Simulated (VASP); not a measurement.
A VASP calculation is set up with these files.

**INCAR**
```
ALGO = Normal
EDIFF = 1E-6
ENCUT = 400
GGA = PE
ISIF = 2
ISMEAR = 0
LASPH = T
LCHARG = F
LREAL = F
LWAVE = F
NBANDS = 5
NELM = 100
PREC = Accurate
SIGMA = 0.05
SYSTEM = Si
```

**POSCAR**
```
Si
1
    0.0000000000     2.7698100000     2.7698100000
    2.7698100000     0.0000000000     2.7698100000
    2.7698100000     2.7698100000     0.0000000000
Si
2
Direct
  0.0000000000   0.0000000000   0.0000000000
  0.2500000000   0.2500000000   0.2500000000
```

### KPOINTS
```
Automatic mesh
0
Gamma
8 8 8
0 0 0
```

POTCAR, in this order: Si (PBE.64 set). Program: vasp_std.

Question: Translate this PBE calculation to Quantum ESPRESSO's pw.x.

Answer: One equivalent input (not run):
```
&CONTROL
  calculation = 'scf'
  pseudo_dir = './pseudo'
  outdir = './out'
  tprnfor = .true.
  tstress = .true.
/
&SYSTEM
  ibrav = 0
  nat = 2
  ntyp = 1
  ecutwfc = 36
  occupations = 'smearing'
  smearing = 'gaussian'
  degauss = 0.003675
  input_dft = 'pbe'
/
&ELECTRONS
  conv_thr = 7.3e-08
  electron_maxstep = 100
/
ATOMIC_SPECIES
  Si 28.085 Si.upf
CELL_PARAMETERS angstrom
     0.0000000    2.7698100    2.7698100
     2.7698100    0.0000000    2.7698100
     2.7698100    2.7698100    0.0000000
ATOMIC_POSITIONS crystal
  Si   0.0000000  0.0000000  0.0000000
  Si   0.2500000  0.2500000  0.2500000
K_POINTS automatic
  8 8 8 0 0 0
```
What does not carry over: the potentials are each code's own (VASP's PAW set, PseudoDojo norm-conserving files in pw.x), so ENCUT and ecutwfc are chosen apart and not converted; conv_thr bounds pw.x's estimated SCF error, while EDIFF bounds the energy change between steps; the number of bands isn't carried over, since the valence differs with the files.

The compound is Si in the diamond structure. The cell was not relaxed at this level. The run is one of a series of settings (NBANDS = 5 against the base run), some of them coarse on purpose.
